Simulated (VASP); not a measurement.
Given:

```yaml
crystal:
  lattice:
    - [0.00000, 1.74028, 1.77983]
    - [1.74088, 0.00000, 1.77983]
    - [1.74088, 1.74028, 0.00000]
  atoms:
    - { symbol: C, position: [0.00000, 0.00000, 0.00000] }
    - { symbol: C, position: [0.23204, 0.26796, 0.26796] }
```
Cell charge -0.1.

Method: PBE GGA, VASP's PBE PAW potentials (set 64) (plane waves; VASP). Run with NELECT = 8.1, 520 eV cut-off, 12×12×12 Γ-centred mesh, Gaussian smearing of 0.050 eV, potentials C.

The cell is charged, with a uniform compensating background.

Q: Give the force on each atom (eV/Å).

A: 
```
atom      Fx     Fy     Fz
----  ------  -----  -----
C1     2.318  0.000  0.000
C2    -2.318  0.000  0.000
```

Q: Give the stress tensor in GPa (positive for a compressed cell).

A: 
```
56.97   0.00   0.00
 0.00  59.08  -9.10
 0.00  -9.10  47.36
```
The pressure is its mean diagonal, 54.47 GPa.

The compound is C in the diamond structure. The cell was not relaxed at this level, atoms are displaced from their ideal sites. The run is one of a series of settings (NELECT = 8.1 against the base run), some of them coarse on purpose.
